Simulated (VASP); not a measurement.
VASP runs on CdI2 (space group P-3m1) share one base input (PBE GGA, plane waves, VASP's PBE PAW potentials (set 64)) and change the settings named in each case.

File KPOINTS:
```
Automatic mesh
0
Gamma
6 6 3
0 0 0
```

### INCAR
```
ALGO = Normal
EDIFF = 1E-6
ENCUT = 300
GGA = PE
ISIF = 2
ISMEAR = -1
LASPH = .TRUE.
LCHARG = .FALSE.
LMAXMIX = 4
LREAL = .FALSE.
LWAVE = .FALSE.
NELM = 100
PREC = Accurate
SIGMA = 0.05
SYSTEM = CdI2
```

### POSCAR
```
CdI2
1
    2.1200000000    -3.6719480000     0.0000000000
    2.1200000000     3.6719480000     0.0000000000
    0.0000000000     0.0000000000     6.8600000000
Cd I
1 2
Direct
  0.0000000000   0.0000000000   0.0000000000
  0.3333330000   0.6666670000   0.2490000000
  0.6666670000   0.3333330000   0.7510000000
```

POTCAR, in this order: Cd I (PBE.64 set). Program: vasp_std.

| change | E(σ→0) (eV/atom) | pressure (GPa) |
|---|---|---|
| base run | -1.8259 | 2.07 |
| GGA removed, POTCAR Cd I (LDA.64 set) | -2.3814 | … |
| GGA_COMPAT = .FALSE., LNONCOLLINEAR = .TRUE., LSORBIT = .TRUE., MAGMOM = 0.0 0.0 0.0 0.0 0.0 0.0 0.0 0.0 0.0, program vasp_ncl | -1.9263 | 2.16 |
| KPOINTS 3×3×2 Γ-centred mesh | -1.7804 | 2.63 |

Problem. Complete the blanks.

Solution. 
- GGA removed, POTCAR Cd I (LDA.64 set), pressure (GPa): -1.60

Energies of different potentials or functionals have different zeros.  Unless said otherwise, spin-orbit coupling is left out, though it shifts the bands of the heavy elements here. At 300 eV the pressure can carry a Pulay error.

Left out are runs that ran out of time, are held back, or changed the cell or the kind of run, fixed moments of cells without a moment, rows past the twelfth, gaps on odd meshes, pressures of charged cells and columns that move by less than the noise.

The structure is a typed CdI2 crystal (P-3m1). The cell was not relaxed at this level.
